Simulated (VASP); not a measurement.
These are LDA (Ceperley-Alder, Perdew-Zunger), VASP's LDA PAW potentials (set 64) (plane waves; VASP 6.6.1) values and carry that method's errors.

Gaps are without spin-orbit coupling.

```yaml
volume_per_atom: 11.39 Å^3/atom
band gap (over mesh and band path): 1.84 eV
smallest direct gap (over mesh and band path): 1.84 eV
```

**Question.** Which relaxed crystal gives these values?
A. BaTiO3, R3m (160)
B. MgZnO2, P3m1 (156)
C. InGaN2, P3m1 (156)
D. SiC, P6_3mc (186)

**Answer.** B, MgZnO2, P3m1 (156)
